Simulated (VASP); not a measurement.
An input for Ansatz (written as the equivalent of a VASP run, and not itself run):

Ansatz 0.2 input:
```yaml
crystal:
  lattice:
    - [0.0000000, 2.5265002, 2.5265002]
    - [2.5265002, 0.0000000, 2.5265002]
    - [2.5265002, 2.5265002, 0.0000000]
  atoms:
    - { symbol: Li, position: [0.2500000, 0.2500000, 0.2500000] }
    - { symbol: Li, position: [0.7500000, 0.7500000, 0.7500000] }
    - { symbol: S, position: [0.0000000, 0.0000000, 0.0000000] }
kpoints:
  mp_grid: { grid: [8, 8, 8] }
hamiltonian:
  xc: pbe
  pseudopotentials: { kind: paw }
scf:
  occupations: { method: gaussian, width: 0.05 }
  max_iter: 100
relax:
  max_steps: 40
  f_tol: 0.01
  cell: { p_target: 30 }
output: { forces: true, stress: true, eigenvalues: true }
```

Problem. Write the VASP files for the same calculation (PBE).

Solution. One answer among several that fit: 
File KPOINTS:
```
Automatic mesh
0
Gamma
8 8 8
0 0 0
```

POSCAR:
```
Li2S
1
    0.0000000000     2.5265001987     2.5265001987
    2.5265001987     0.0000000000     2.5265001987
    2.5265001987     2.5265001987     0.0000000000
Li S
2 1
Direct
  0.2500000000   0.2500000000   0.2500000000
  0.7500000000   0.7500000000   0.7500000000
  0.0000000000   0.0000000000   0.0000000000
```

**INCAR**
```
ALGO  =  Normal
EDIFF  =  1E-7
EDIFFG  =  -0.01
ENCUT  =  600
GGA  =  PE
IBRION  =  2
ISIF  =  3
ISMEAR  =  0
LASPH  =  .TRUE.
LCHARG  =  .FALSE.
LREAL  =  .FALSE.
LWAVE  =  .FALSE.
NELM  =  100
NSW  =  40
PREC  =  Accurate
PSTRESS  =  300
SIGMA  =  0.05
SYSTEM  =  Li2S
```

POTCAR, in this order: Li_sv S (PBE.64 set). Program: vasp_std.

What does not carry over: each code has its own PAW files, so the cut-off isn't converted (ENCUT is set for VASP's; basis.ecutwfc is left out, and Ansatz then takes the one that its files recommend); Ansatz stops its SCF on the density residual and VASP on the energy change (EDIFF).

The compound is Li2S in the antifluorite structure. It was relaxed first under an external pressure of 30 GPa.
